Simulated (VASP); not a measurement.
An input for Quantum ESPRESSO's pw.x (written as the equivalent of a VASP run, and not itself run):

```
&CONTROL
  calculation = 'scf'
  pseudo_dir = './pseudo'
  outdir = './out'
  tprnfor = .true.
  tstress = .true.
/
&SYSTEM
  ibrav = 0
  nat = 4
  ntyp = 2
  ecutwfc = 84
  occupations = 'smearing'
  smearing = 'gaussian'
  degauss = 0.003675
  input_dft = 'pbe'
/
&ELECTRONS
  conv_thr = 7.3e-08
  electron_maxstep = 100
/
ATOMIC_SPECIES
  B 10.810 B.upf
  N 14.007 N.upf
CELL_PARAMETERS angstrom
     1.3005000   -2.2525320    0.0000000
     1.3005000    2.2525320    0.0000000
     0.0000000    0.0000000    4.3044000
ATOMIC_POSITIONS crystal
  B    0.6666670  0.3333330  0.5000000
  B    0.3333330  0.6666670  0.0000000
  N    0.6666670  0.3333330  0.8750000
  N    0.3333330  0.6666670  0.3750000
K_POINTS automatic
  9 9 5 0 0 0
```

Problem. Translate this input to VASP (INCAR, KPOINTS, POSCAR, choice of POTCAR).

Solution. Several could match; the one computed here: 
### KPOINTS
```
kpoints
0
G
9 9 5
0 0 0
```

### INCAR
```
! general
SYSTEM=BN
PREC  =Accurate
ENCUT =520
LREAL =.FALSE.
LASPH =.TRUE.
NBANDS=24

! electronic loop
EDIFF =1E-6
NELM  =100
ALGO  =Normal

! smearing
ISMEAR=0
SIGMA =0.05

! functional
GGA   =PE

! ions
ISIF  =2

! output
LWAVE =.FALSE.
LCHARG=.FALSE.
```

POSCAR:
```
BN
1
    1.3005000000    -2.2525320000     0.0000000000
    1.3005000000     2.2525320000     0.0000000000
    0.0000000000     0.0000000000     4.3044000000
B N
2 2
Direct
  0.6666670000   0.3333330000   0.5000000000
  0.3333330000   0.6666670000   0.0000000000
  0.6666670000   0.3333330000   0.8750000000
  0.3333330000   0.6666670000   0.3750000000
```

POTCAR, in this order: B N (PBE.64 set). Program: vasp_std.

What does not carry over: the potentials are each code's own (VASP's PAW set, PseudoDojo norm-conserving files in pw.x), so ENCUT and ecutwfc are chosen apart and not converted; conv_thr bounds pw.x's estimated SCF error, while EDIFF bounds the energy change between steps; the number of bands isn't carried over, since the valence differs with the files.

The compound is BN in the wurtzite structure, a metastable high-pressure form. The cell was not relaxed at this level. The run is one of a series of settings (NBANDS = 24 against the base run), some of them coarse on purpose.
